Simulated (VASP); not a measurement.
Energy against volume of Ni3Si (L1_2). These are rev-vdW-DF2, VASP's PBE PAW potentials (set 64) (plane waves; VASP) values and carry that method's errors. Run with 520 eV cut-off, 9×9×9 Γ-centred mesh, first-order Methfessel-Paxton smearing of 0.10 eV, potentials Si Ni.

```tsv
V (Å³/atom)	E (eV/atom)
9.978	-3.90086
10.296	-3.92342
10.615	-3.93037
10.933	-3.92421
```

### Question
Fit these four points and predict the energy of the run at 11.252 Å³/atom.

### Answer
A cubic in V^(−2/3), the third-order Birch-Murnaghan form, passes through the four points with V0 = 10.61 Å³/atom and B0 = 219 GPa, and gives -3.9071 eV/atom there. The run gave -3.9070 eV/atom, +0.0 meV/atom from the fit; all five points give B0 = 219 GPa.

The compound is Ni3Si in the L1_2 structure. It was relaxed first. The run is not spin-polarised, so no magnetic state was tried.
